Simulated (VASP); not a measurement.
These are PBE GGA, VASP's PBE PAW potentials (set 64) (plane waves; VASP) values and carry that method's errors.

Input for VASP

**KPOINTS**
```
Automatic mesh
0
Gamma
16 16 16
0 0 0
```

### INCAR
```
SYSTEM = V
PREC = Accurate
ENCUT = 480
EDIFF = 1E-7
NELM = 100
ALGO = Normal
LREAL = .FALSE.
LASPH = .TRUE.
ISMEAR = 1
SIGMA = 0.1
GGA = PE
LMAXMIX = 4
LWAVE = .FALSE.
LCHARG = .FALSE.
ISIF = 2
```

**POSCAR**
```
V
1
   -1.5163769806     1.5163769806     1.5163769806
    1.5163769806    -1.5163769806     1.5163769806
    1.5163769806     1.5163769806    -1.5163769806
V
1
Direct
  0.0000000000   0.0000000000   0.0000000000
```

POTCAR, in this order: V_sv (PBE.64 set). Program: vasp_std.

Output of the run:

File OSZICAR:
```
       N       E                     dE             d eps       ncg     rms          rms(c)
DAV:   1     0.811187204301E+02    0.81119E+02   -0.71036E+03  2908   0.134E+03
DAV:   2    -0.903346206562E+01   -0.90152E+02   -0.88453E+02  3002   0.355E+02
DAV:   3    -0.104345030610E+02   -0.14010E+01   -0.13707E+01  3072   0.522E+01
DAV:   4    -0.104437929505E+02   -0.92899E-02   -0.92876E-02  2966   0.447E+00
DAV:   5    -0.104438998299E+02   -0.10688E-03   -0.10688E-03  3020   0.474E-01    0.175E+01
DAV:   6    -0.900626163413E+01    0.14376E+01   -0.60703E+00  2914   0.364E+01    0.139E+00
DAV:   7    -0.898842122987E+01    0.17840E-01   -0.21628E-02  2920   0.243E+00    0.847E-01
DAV:   8    -0.897969380400E+01    0.87274E-02   -0.66782E-03  2922   0.138E+00    0.572E-02
DAV:   9    -0.897974159993E+01   -0.47796E-04   -0.67596E-05  2918   0.136E-01    0.321E-02
DAV:  10    -0.897974510576E+01   -0.35058E-05   -0.63019E-06  2938   0.312E-02    0.204E-03
DAV:  11    -0.897974569302E+01   -0.58726E-06   -0.20532E-07  2712   0.675E-03    0.814E-04
DAV:  12    -0.897974599883E+01   -0.30581E-06   -0.31730E-08  1458   0.296E-03    0.443E-04
DAV:  13    -0.897974603210E+01   -0.33265E-07   -0.39851E-09  1452   0.935E-04
   1 F= -.89797460E+01 E0= -.89794114E+01  d E =-.100384E-02
```

File OUTCAR:
```
------------------------ aborting loop because EDIFF is reached ----------------------------------------
  FORCE on cell =-STRESS in cart. coord.  units (eV):
  Direction    XX          YY          ZZ          XY          YZ          ZX
  --------------------------------------------------------------------------------------
  Total       -0.5252825     -0.5252825     -0.5252825      0.0000000      0.0000000     -0.0000000
  in kB      -60.3423129    -60.3423129    -60.3423129      0.0000000      0.0000000     -0.0000000
  external PRESSURE =     -60.3423129 kB  Pullay stress =       0.0000000 kB
  volume of cell :       13.95
      direct lattice vectors                 reciprocal lattice vectors
    -1.516376981  1.516376981  1.516376981     0.000000000  0.329733309  0.329733309
     1.516376981 -1.516376981  1.516376981     0.329733309  0.000000000  0.329733309
     1.516376981  1.516376981 -1.516376981     0.329733309  0.329733309  0.000000000
 POSITION                                       TOTAL-FORCE (eV/Angst)
 -----------------------------------------------------------------------------------
      0.00000      0.00000      0.00000         0.000000      0.000000     -0.000000
 -----------------------------------------------------------------------------------
    total drift:                                0.000000      0.000000      0.000000
  FREE ENERGIE OF THE ION-ELECTRON SYSTEM (eV)
  ---------------------------------------------------
  free  energy   TOTEN  =        -8.9797460321 eV

  energy  without entropy=       -8.9787421966  energy(sigma->0) =       -8.97941142
```
(Selected blocks of OUTCAR.)

The compound is V in the bcc structure. This cell was strained or had an atom moved on purpose. The run is not spin-polarised, so no magnetic state was tried.
